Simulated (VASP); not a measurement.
A run of VASP 6.6.1:

Contents of INCAR:

```
SYSTEM = K3Ag2
  PREC = Accurate
  ENCUT = 520
  EDIFF = 1E-6
  ISMEAR = 0
  SIGMA = 0.1
  LREAL = .FALSE.
  LASPH = .TRUE.
  NELM = 60
  ALGO = Normal
  ISIF = 2
  LWAVE = .FALSE.
  LCHARG = .TRUE.
  GGA = PE
  LELF = .TRUE.
  LVHAR = .TRUE.
  NBANDS = 32
```

File KPOINTS:

```
regular mesh
0
G
  4 4 4
  0 0 0
```

Contents of POSCAR:

```
K3Ag2
1.0
    6.3765456012      0.0000000000      0.0000000000
    0.0000000000      6.3765456012      0.0000000000
    0.0000000000      0.0000000000      6.3765456012
K Ag
3 2
Direct
    0.0000000000      0.5000000000      0.5000000000
    0.5000000000      0.0000000000      0.5000000000
    0.5000000000      0.5000000000      0.0000000000
    0.0000000000      0.0000000000      0.0000000000
    0.5000000000      0.5000000000      0.5000000000
```

Potentials or basis: VASP PAW PBE potentials, release 64 (K_sv, Ag).

The run is started by

```bash
$ cat potpaw_PBE.64/K_sv/POTCAR potpaw_PBE.64/Ag/POTCAR > POTCAR
$ mpirun -np 1 vasp_std > vasp.out
```

Hardware: 1 thread of Intel(R) Xeon(R) 6975P-C (Granite Rapids), on a shared host.

**Question.** Estimate the wall time of this run.

**Answer.** Run time: 45 s on 1 thread of Intel(R) Xeon(R) 6975P-C (Granite Rapids), with other jobs on the host, peak memory 0.34 GiB. Counts: scf iterations 14, k points 10.
